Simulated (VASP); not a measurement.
All values below come from AM05 GGA, VASP's PBE PAW potentials (set 64) (plane waves; VASP).

The input files of a VASP run:

File KPOINTS:
```
Automatic mesh
0
G
 9 9 9
0 0 0
```

File POSCAR:
```
NaF
1
    0.0000000000     2.3150000000     2.3150000000
    2.3150000000     0.0000000000     2.3150000000
    2.3150000000     2.3150000000     0.0000000000
Na F
1 1
Direct
  0.0000000000   0.0000000000   0.0000000000
  0.5000000000   0.5000000000   0.5000000000
```

**INCAR**
```
EDIFF = 1E-6   ! SCF stop (eV)
ENCUT = 520   ! plane-wave cut-off (eV)
GGA = AM   ! AM05
PREC = Accurate
NELM = 100   ! most electronic steps
LWAVE = .FALSE.
LCHARG = .FALSE.
LREAL = .FALSE.   ! projection in real space or not
SIGMA = 0.05   ! width (eV)
IBRION = 2   ! conjugate gradients
ISIF = 3   ! ions, shape and volume
SYSTEM = NaF
EDIFFG = -0.01   ! ionic stop
LASPH = .TRUE.
ALGO = Normal   ! blocked Davidson
NSW = 60
ISMEAR = 0   ! Gaussian
```

POTCAR, in this order: Na_pv F (PBE.64 set). Program: vasp_std.

The run wrote:

File OSZICAR:
```
       N       E                     dE             d eps       ncg     rms          rms(c)
DAV:   1     0.107650833416E+03    0.10765E+03   -0.82575E+03   778   0.151E+03
DAV:   2    -0.312365293721E+01   -0.11077E+03   -0.10280E+03   815   0.360E+02
DAV:   3    -0.918031701671E+01   -0.60567E+01   -0.60324E+01   884   0.883E+01
DAV:   4    -0.924378499554E+01   -0.63468E-01   -0.63452E-01   839   0.934E+00
DAV:   5    -0.924444384168E+01   -0.65885E-03   -0.65884E-03   872   0.992E-01    0.491E+00
DAV:   6    -0.849750828639E+01    0.74694E+00   -0.32361E+00   934   0.187E+01    0.184E+00
DAV:   7    -0.849113145035E+01    0.63768E-02   -0.31764E-02   800   0.287E+00    0.104E+00
DAV:   8    -0.849784436680E+01   -0.67129E-02   -0.32607E-02   779   0.472E+00    0.129E-01
DAV:   9    -0.849897061362E+01   -0.11262E-02   -0.56187E-03   833   0.853E-01    0.877E-02
DAV:  10    -0.849888821172E+01    0.82402E-04   -0.86390E-04   833   0.414E-01    0.153E-02
DAV:  11    -0.849889731308E+01   -0.91014E-05   -0.48316E-05   827   0.172E-01    0.612E-03
DAV:  12    -0.849889900200E+01   -0.16889E-05   -0.87787E-06   833   0.426E-02    0.407E-03
DAV:  13    -0.849889894874E+01    0.53261E-07   -0.95337E-07   806   0.111E-02
   1 F= -.84988989E+01 E0= -.84988989E+01  d E =-.849890E+01
       N       E                     dE             d eps       ncg     rms          rms(c)
DAV:   1    -0.853133116873E+01   -0.32432E-01   -0.59592E-01   905   0.134E+01    0.137E+00
DAV:   2    -0.850383578792E+01    0.27495E-01   -0.11168E-01   926   0.371E+00    0.368E-01
DAV:   3    -0.850198528351E+01    0.18505E-02   -0.39730E-03   875   0.155E+00    0.188E-01
DAV:   4    -0.850120789075E+01    0.77739E-03   -0.62794E-04   878   0.934E-01    0.289E-02
DAV:   5    -0.850117444513E+01    0.33446E-04   -0.95468E-05   928   0.168E-01    0.730E-03
DAV:   6    -0.850116898208E+01    0.54631E-05   -0.11943E-05   875   0.698E-02    0.357E-03
DAV:   7    -0.850116899203E+01   -0.99519E-08   -0.61641E-07   406   0.114E-02
   2 F= -.85011690E+01 E0= -.85011690E+01  d E =-.227004E-02
       N       E                     dE             d eps       ncg     rms          rms(c)
DAV:   1    -0.851068493971E+01   -0.95160E-02   -0.17800E-01   905   0.726E+00    0.748E-01
DAV:   2    -0.850243597145E+01    0.82490E-02   -0.33893E-02   926   0.203E+00    0.201E-01
DAV:   3    -0.850188736124E+01    0.54861E-03   -0.12183E-03   872   0.861E-01    0.103E-01
DAV:   4    -0.850165206069E+01    0.23530E-03   -0.19124E-04   880   0.513E-01    0.161E-02
DAV:   5    -0.850164151101E+01    0.10550E-04   -0.28672E-05   955   0.918E-02    0.402E-03
DAV:   6    -0.850163998344E+01    0.15276E-05   -0.35459E-06   722   0.385E-02    0.194E-03
DAV:   7    -0.850164003268E+01   -0.49238E-07   -0.18415E-07   397   0.626E-03
   3 F= -.85016400E+01 E0= -.85016400E+01  d E =-.274108E-02
       N       E                     dE             d eps       ncg     rms          rms(c)
DAV:   1    -0.850266907728E+01   -0.10291E-02   -0.19448E-02   905   0.239E+00    0.248E-01
DAV:   2    -0.850176356340E+01    0.90551E-03   -0.37398E-03   926   0.672E-01    0.667E-02
DAV:   3    -0.850170592298E+01    0.57640E-04   -0.13477E-04   880   0.288E-01    0.344E-02
DAV:   4    -0.850167924072E+01    0.26682E-04   -0.21094E-05   880   0.171E-01    0.538E-03
DAV:   5    -0.850167787368E+01    0.13670E-05   -0.31235E-06   710   0.305E-02    0.135E-03
DAV:   6    -0.850167777451E+01    0.99167E-07   -0.39206E-07   391   0.131E-02
   4 F= -.85016778E+01 E0= -.85016778E+01  d E =-.277883E-02
```

**OUTCAR**
```
------------------------ aborting loop because EDIFF is reached ----------------------------------------
  FORCE on cell =-STRESS in cart. coord.  units (eV):
  Direction    XX          YY          ZZ          XY          YZ          ZX
  --------------------------------------------------------------------------------------
  Total       -0.0002458     -0.0002458     -0.0002458      0.0000000      0.0000000      0.0000000
  in kB       -0.0154563     -0.0154563     -0.0154563      0.0000000      0.0000000      0.0000000
  external PRESSURE =      -0.0154563 kB  Pullay stress =       0.0000000 kB
  volume of cell :       25.48
      direct lattice vectors                 reciprocal lattice vectors
    -0.000000000  2.335435430  2.335435430    -0.214092838  0.214092838  0.214092838
     2.335435430  0.000000000  2.335435430     0.214092838 -0.214092838  0.214092838
     2.335435430  2.335435430 -0.000000000     0.214092838  0.214092838 -0.214092838
  FREE ENERGIE OF THE ION-ELECTRON SYSTEM (eV)
  ---------------------------------------------------
  free  energy   TOTEN  =        -8.5016777745 eV

  energy  without entropy=       -8.5016777745  energy(sigma->0) =       -8.50167777

 reached required accuracy - stopping structural energy minimisation
```
(Selected blocks of OUTCAR.)

### CONTCAR
```
NaF
   1.00000000000000
    -0.0000000000000000    2.3354354302112781    2.3354354302112781
     2.3354354302112781    0.0000000000000000    2.3354354302112781
     2.3354354302112781    2.3354354302112781   -0.0000000000000000
  Na              F
     1     1
Direct
     1.0000000000000000    0.0000000000000000    1.0000000000000000
     0.5000000000000000    0.5000000000000000    0.5000000000000000
```

Energy and stress use the plane-wave basis of the starting cell.

The compound is NaF in the rock salt structure. This run relaxes it. Symmetry was kept, so distortions that lower it aren't found.
